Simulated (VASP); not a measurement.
Level of theory: PBEsol GGA, VASP's PBE PAW potentials (set 64) (plane waves; VASP 6.6.1).

A VASP calculation is set up with these files.

### INCAR
```
EDIFFG  =  -0.02
PREC  =  Accurate
GGA  =  PS   # PBEsol
ENCUT  =  620   # plane-wave cut-off (eV)
ISIF  =  3
SIGMA  =  0.05   # width (eV)
LASPH  =  .True.   # aspherical one-centre terms
LWAVE  =  .False.
EDIFF  =  1E-6   # SCF stop (eV)
PSTRESS  =  50
LREAL  =  .False.   # projection in real space or not
NELM  =  100   # most electronic steps
IBRION  =  2   # conjugate gradients
ISMEAR  =  0   # Gaussian
SYSTEM  =  CaO
ALGO  =  Normal   # blocked Davidson
LCHARG  =  .False.
NSW  =  40
```

### KPOINTS
```
Automatic
0
gamma
 10 10 10
0 0 0
```

**POSCAR**
```
CaO
1
    0.0000000000     2.3880329525     2.3880329525
    2.3880329525     0.0000000000     2.3880329525
    2.3880329525     2.3880329525     0.0000000000
Ca O
1 1
Direct
  0.0000000000   0.0000000000   0.0000000000
  0.5000000000   0.5000000000   0.5000000000
```

POTCAR, in this order: Ca_sv O (PBE.64 set). Program: vasp_std.

Energy and stress use the plane-wave basis of the starting cell.

Task: Estimate the energy per atom (σ→0), volume per atom, band gap (on the k-mesh).

Result: 
```
Quantity                           Value
------------------------  --------------
energy per atom (σ→0)     -6.699 eV/atom
band gap (on the k-mesh)         3.50 eV
volume per atom            13.08 Å³/atom
```

File OSZICAR:
```
...
DAV:   3    -0.133986483894E+02    0.92859E-02   -0.22423E-02  1892   0.201E+00    0.239E-01
DAV:   4    -0.133977548222E+02    0.89357E-03   -0.84119E-03  1764   0.855E-01    0.843E-02
DAV:   5    -0.133977843500E+02   -0.29528E-04   -0.81376E-05  1392   0.107E-01    0.814E-02
DAV:   6    -0.133981714689E+02   -0.38712E-03   -0.32044E-04  1808   0.110E-01    0.414E-02
DAV:   7    -0.133982339971E+02   -0.62528E-04   -0.13948E-04  1828   0.102E-01    0.672E-03
DAV:   8    -0.133982351338E+02   -0.11367E-05   -0.31347E-06  1504   0.155E-02    0.201E-03
DAV:   9    -0.133982352337E+02   -0.99945E-07   -0.52976E-07   796   0.590E-03
   3 F= -.12582058E+02 E0= -.12582058E+02  d E =-.179116E-01
```

The compound is CaO in the rock salt structure. This run relaxes it under an external pressure of 5 GPa. Symmetry was kept, so distortions that lower it aren't found.
